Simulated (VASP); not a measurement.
Energy against volume of GaN (wurtzite). Computed with PBEsol GGA, VASP's PBE PAW potentials (set 64) (plane waves; VASP). Numerical set-up: 520 eV cut-off, 10×10×5 Γ-centred mesh, Gaussian smearing of 0.050 eV, potentials Ga_d N.

Shape and ions are relaxed at each volume.

| V (Å³/atom) | E (eV/atom) |
|---|---|
| 11.022 | -6.56072 |
| 11.363 | -6.56713 |
| 11.704 | -6.56150 |
| 12.044 | -6.54565 |

Question: Fit these four points and predict the energy of the run at 10.681 Å³/atom.

Answer: A cubic in V^(−2/3), the third-order Birch-Murnaghan form, passes through the four points with V0 = 11.37 Å³/atom and B0 = 188 GPa, and gives -6.5402 eV/atom there. The run gave -6.5401 eV/atom, +0.0 meV/atom from the fit; all five points give B0 = 188 GPa.

The compound is GaN in the wurtzite structure. It was relaxed first.
